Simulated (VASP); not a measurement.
Energy against volume of MgF$_{2}$ (rutile). Computed with PBE GGA with D4 dispersion, VASP's PBE PAW potentials (set 64) (plane waves; VASP). Numerical set-up: 520 eV cut-off, 5×5×7 Γ-centred mesh, Gaussian smearing of 0.050 eV, potentials Mg F.

Shape and ions are relaxed at each volume.

```json
[
 {"V (Å³/atom)": "10.417", "E (eV/atom)": "-5.35523"},
 {"V (Å³/atom)": "10.749", "E (eV/atom)": "-5.36660"},
 {"V (Å³/atom)": "11.082", "E (eV/atom)": "-5.37069"},
 {"V (Å³/atom)": "11.414", "E (eV/atom)": "-5.36864"}
]
```

Fit these four points and predict the energy of the run at 11.746 Å³/atom.

A cubic in V^(−2/3), the third-order Birch-Murnaghan form, passes through the four points with V0 = 11.13 Å³/atom and B0 = 96 GPa, and gives -5.3614 eV/atom there. The run gave -5.3614 eV/atom, +0.0 meV/atom from the fit; all five points give B0 = 97 GPa.

The compound is MgF2 in the rutile structure. It was relaxed first.
